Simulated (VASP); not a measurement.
Given:

```
SnS2
1.0
    3.65910     0.00000     0.00000
   -1.82955     3.16887     0.00000
    0.00000     0.00000    30.59731
S Sn
6 3
Direct
  0.66667   0.33333   0.25964
  0.33333   0.66667   0.35670
  0.66667   0.33333   0.45152
  0.33333   0.66667   0.54848
  0.66667   0.33333   0.64330
  0.33333   0.66667   0.74036
  0.00000   0.00000   0.30818
  0.00000   0.00000   0.50000
  0.00000   0.00000   0.69182
```

Method: PBE GGA with D3 dispersion (Becke-Johnson damping), VASP's PBE PAW potentials (set 64) (plane waves; VASP 6.6.1). Run with PREC = Normal, 400 eV cut-off, 12×12×1 Γ-centred mesh, Gaussian smearing of 0.050 eV, potentials S Sn.

Problem. Predict the energy per atom (σ→0).

Solution. 
```yaml
energy per atom (σ→0): -4.697 eV/atom
```

The cell is a sheet with vacuum, built from SnS2 (1T layered).
